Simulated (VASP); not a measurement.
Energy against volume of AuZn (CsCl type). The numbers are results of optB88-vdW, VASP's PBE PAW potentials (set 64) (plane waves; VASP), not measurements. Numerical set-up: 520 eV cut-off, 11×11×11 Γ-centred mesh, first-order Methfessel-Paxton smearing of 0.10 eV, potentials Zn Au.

```json
[
 {"V (Å³/atom)": "15.698", "E (eV/atom)": "0.55905"},
 {"V (Å³/atom)": "16.183", "E (eV/atom)": "0.55244"},
 {"V (Å³/atom)": "16.669", "E (eV/atom)": "0.55644"},
 {"V (Å³/atom)": "17.154", "E (eV/atom)": "0.56920"}
]
```

Task: Fit these four points and predict the energy of the run at 15.212 Å³/atom.

Result: A cubic in V^(−2/3), the third-order Birch-Murnaghan form, passes through the four points with V0 = 16.23 Å³/atom and B0 = 115 GPa, and gives 0.5785 eV/atom there. The run gave 0.5787 eV/atom, +0.2 meV/atom from the fit; all five points give B0 = 115 GPa.

The compound is AuZn in the CsCl type structure. It was relaxed first.
